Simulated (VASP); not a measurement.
Here is a VASP 6.6.1 calculation.

The input INCAR:

```
PREC = Accurate ; ENCUT = 600
EDIFF = 1E-7 ; ISMEAR = 1
SIGMA = 0.1 ; LREAL = False
LASPH = True ; NELM = 80
ALGO = Normal ; ISIF = 3
LWAVE = False ; LCHARG = False
GGA = PE ; IBRION = 2
NSW = 90 ; EDIFFG = -0.005
```

Contents of KPOINTS:

```
Automatic mesh
0
Gamma
  15 15 10
```

The input POSCAR:

```
ZrB2                                    
1.0
    3.1724769520      0.0000000000      0.0000000000
   -1.5862384760      2.7474456334      0.0000000000
   -0.0000000000      0.0000000000      3.5412151135
  Zr              B             
     1     2
Direct
     1.0000000000000000    0.0000000000000000    1.0000000000000000
     0.3333333300000021    0.6666666699999979    0.5000000000000000
     0.6666666699999979    0.3333333300000021    0.5000000000000000
```

Potentials or basis: VASP PAW PBE potentials, release 64 (Zr_sv, B).

Command:

```bash
$ cat potpaw_PBE.64/Zr_sv/POTCAR potpaw_PBE.64/B/POTCAR > POTCAR
$ mpirun -np 1 vasp_std > vasp.out
```

Problem. What does it give for the band gap on the k mesh?

Solution. None (metal or under the smearing width).

Final structure:
```
Zr B
1.0
     3.17248    0.00000    0.00000
    -1.58624    2.74745    0.00000
     0.00000    0.00000    3.54122
Zr B
1 2
Cartesian
  0.0000 0.0000 0.0000
  0.0000 1.8316 1.7706
  1.5862 0.9158 1.7706
```

Caveat: the relaxation stopped at its first step, so nothing moved.
